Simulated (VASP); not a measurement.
# FePtS3 (Pm-3m) in VASP: notebook, part 2 of 2

VASP 6.6.1. Earlier steps stand in the parts before.

### Step 3. Relaxation of cell and atoms, PBE, collinear spin, typed start (species swapped into the KTcO3 type (Pm-3m, No. 221))

INCAR reads:

```
PREC = Accurate ; ENCUT = 600
EDIFF = 1E-6 ; ISMEAR = 0
SIGMA = 0.1 ; LREAL = F
LASPH = T ; NELM = 150
ALGO = Fast ; ISIF = 3
LWAVE = F ; LCHARG = F
ISPIN = 2 ; MAGMOM = 4 0 0 0 0
LORBIT = 11 ; LMAXMIX = 4
GGA = PE ; IBRION = 2
NSW = 90 ; EDIFFG = -0.04
```

KPOINTS reads:

```
Automatic mesh
0
Gamma
  4 4 4
```

POSCAR reads:

```
FePtS3
1.0
    4.3006101700      0.0000000000      0.0000000000
    0.0000000000      4.3006101700      0.0000000000
    0.0000000000      0.0000000000      4.3006101700
Fe Pt S
1 1 3
Direct
    0.5000000000      0.5000000000      0.5000000000
    0.0000000000      0.0000000000      0.0000000000
    0.5000000000      0.5000000000      0.0000000000
    0.5000000000      0.0000000000      0.5000000000
    0.0000000000      0.5000000000      0.5000000000
```

Potentials or basis: VASP PAW PBE potentials, release 64 (Fe, Pt, S).

Launch:

```console
> cat potpaw_PBE.64/Fe/POTCAR potpaw_PBE.64/Pt/POTCAR potpaw_PBE.64/S/POTCAR > POTCAR
> mpirun -np 1 vasp_std > vasp.out
```

OUTCAR:

```text
PREC = Accurate
   ENCUT = 600
   EDIFF = 1E-6
   ISMEAR = 0
   LREAL = F
   LASPH = T
   NELM = 150
   ISIF = 3
   ISPIN = 2
   LORBIT = 11
   GGA = PE
   IBRION = 2
   NSW = 90
   EDIFFG = -0.04

 ion  position               nearest neighbor table
   1  0.500  0.500  0.500-   3 2.15   4 2.15   5 2.15   3 2.15   4 2.15   5 2.15
   2  0.000  0.000  0.000-   3 3.04   4 3.04   5 3.04   4 3.04   5 3.04   3 3.04   5 3.04   5 3.04
                             3 3.04   4 3.04   4 3.04   3 3.04
   3  0.500  0.500  0.000-   1 2.15   1 2.15   2 3.04   2 3.04   2 3.04   2 3.04
   4  0.500  0.000  0.500-   1 2.15   1 2.15   2 3.04   2 3.04   2 3.04   2 3.04
   5  0.000  0.500  0.500-   1 2.15   1 2.15   2 3.04   2 3.04   2 3.04   2 3.04

  LATTYP: Found a simple cubic cell.
 ALAT       =     4.3006101700

  Lattice vectors:

 A1 = (   4.3006101700,   0.0000000000,   0.0000000000)
 A2 = (   0.0000000000,   4.3006101700,   0.0000000000)
 A3 = (   0.0000000000,   0.0000000000,   4.3006101700)

Analysis of symmetry for initial positions (statically):
=====================================================================
 Subroutine PRICEL returns:
 Original cell was already a primitive cell.

 Routine SETGRP: Setting up the symmetry group for a
 simple cubic supercell.

 Subroutine GETGRP returns: Found 48 space group operations
 (whereof 48 operations were pure point group operations)
 out of a pool of 48 trial point group operations.

The static configuration has the point symmetry O_h .

Analysis of symmetry for dynamics (positions and initial velocities):
[... 249 lines left out ...]
  ---------------------------------------------------
  ext. energy  EPLUGINS =         0.00000000
  ---------------------------------------------------
  free energy    TOTEN  =       -23.19822315 eV

  energy without entropy =      -23.17656694  energy(sigma->0) =      -23.18739505

 E-fermi :   6.1564     XC(G=0): -11.0472

 val. band max:        6.1275295148   @ k =   0.2500   0.0000   0.0000
 cond. band min:       6.1675519955   @ k =   0.5000   0.0000   0.0000
 fundamental gap:      0.0400224806
 Fermi energy:         6.1564411587

 spin component 1

 k-point     1 :       0.0000    0.0000    0.0000
  band No.  band energies     occupation
      1      -8.9840      1.00000
      2      -6.2700      1.00000
      3      -6.2700      1.00000
      4       0.6782      1.00000
      5       0.6782      1.00000
      6       0.6782      1.00000
[... 259 lines left out ...]
     23       9.7895      0.00000
     24      13.3109      0.00000
 Fermi energy:         6.1564411587

 spin component 2

 k-point     1 :       0.0000    0.0000    0.0000
  band No.  band energies     occupation
      1      -8.7682      1.00000
      2      -5.9806      1.00000
      3      -5.9806      1.00000
      4       0.8343      1.00000
      5       0.8343      1.00000
      6       0.8343      1.00000
[... 291 lines left out ...]
  FREE ENERGIE OF THE ION-ELECTRON SYSTEM (eV)
  ---------------------------------------------------
  free  energy   TOTEN  =       -23.1982231496 eV

  energy  without entropy=      -23.1765669416  energy(sigma->0) =      -23.18739505

 reached required accuracy - stopping structural energy minimisation

 total charge

# of ion       s       p       d       tot
------------------------------------------
    1        0.446   0.647   6.448   7.541
    2        0.432   0.154   8.080   8.665
    3        1.387   2.224   0.000   3.611
    4        1.387   2.224   0.000   3.611
    5        1.387   2.224   0.000   3.611
--------------------------------------------------
tot          5.040   7.473  14.528  27.040

 magnetization (x)

# of ion       s       p       d       tot
------------------------------------------
    1        0.020   0.007   1.832   1.860
    2       -0.023   0.013   0.133   0.123
    3        0.016   0.139   0.000   0.155
    4        0.016   0.139   0.000   0.155
    5        0.016   0.139   0.000   0.155
--------------------------------------------------
tot          0.045   0.437   1.965   2.447
```

OSZICAR:

```text
N       E                     dE             d eps       ncg     rms          rms(c)
DAV:   1     0.292233030548E+03    0.29223E+03   -0.17863E+04   960   0.165E+03
DAV:   2     0.666605655077E+01   -0.28557E+03   -0.27294E+03  1016   0.350E+02
[... 44 lines left out ...]
RMM:   7    -0.231981095946E+02   -0.35983E-03   -0.36239E-03  1015   0.328E-01    0.351E-01
RMM:   8    -0.231982240140E+02   -0.11442E-03   -0.50091E-04  1000   0.157E-01    0.160E-01
RMM:   9    -0.231982342144E+02   -0.10200E-04   -0.23067E-04   994   0.957E-02    0.501E-02
RMM:  10    -0.231982217391E+02    0.12475E-04   -0.92153E-05  1011   0.608E-02    0.297E-02
RMM:  11    -0.231982226199E+02   -0.88085E-06   -0.27189E-05  1026   0.303E-02    0.281E-02
RMM:  12    -0.231982231496E+02   -0.52962E-06   -0.36927E-06   657   0.150E-02
   3 F= -.23198223E+02 E0= -.23187395E+02  d E =-.119445E+00  mag=     2.7199
```

It took 93 s on 1 thread of AMD EPYC 9R45 (Zen 5), shared host; peak memory 0.24 GiB.

What came out:

```yaml
Free_energy: -23.1982 eV
Relaxed_volume: 17.04 Å³/atom
Relaxed_cell: a = 4.400 Å, b = 4.400 Å, c = 4.400 Å, α = 90.00°, β = 90.00°, γ = 90.00°
Space_group_after_relaxing_to_0.05_Å: Pm-3m (No. 221)
Energy_gained_by_relaxing: 23.9 meV/atom
Ionic_steps: 3
Pressure_after_relaxing: 0.0 GPa
Band_gap_on_the_k_mesh: none (metal or under the smearing width)
Net_moment: 2.72 μB per cell
Site_moments: Fe +1.86; Pt +0.12; S +0.15 μB
Valence_electrons_inside_the_program's_atomic_spheres: Fe 7.54; Pt 8.66; S 3.61
```

Step by step:
```tsv
step	energy change (eV)	largest force (eV/Å)	pressure (GPa)	volume (Å³)
1	0.0000	0.0000	7.31	79.54
2	-0.0932	0.0000	-2.81	88.20
3	-0.1194	0.0000	0.04	85.20
```

Final structure:
```
CELL_PARAMETERS angstrom
4.40020 0.00000 0.00000
0.00000 4.40020 0.00000
0.00000 0.00000 4.40020
ATOMIC_POSITIONS crystal
Fe 0.50000 0.50000 0.50000
Pt 0.00000 0.00000 0.00000
S 0.50000 0.50000 0.00000
S 0.50000 0.00000 0.50000
S 0.00000 0.50000 0.50000
```

Caveat: the k mesh is coarse (spacing up to 0.37 Å⁻¹), so the values aren't converged; a cell with one magnetic atom can't hold antiferromagnetic order, which such compounds often take. The run has no spin-orbit coupling, so splittings on Pt are missing.
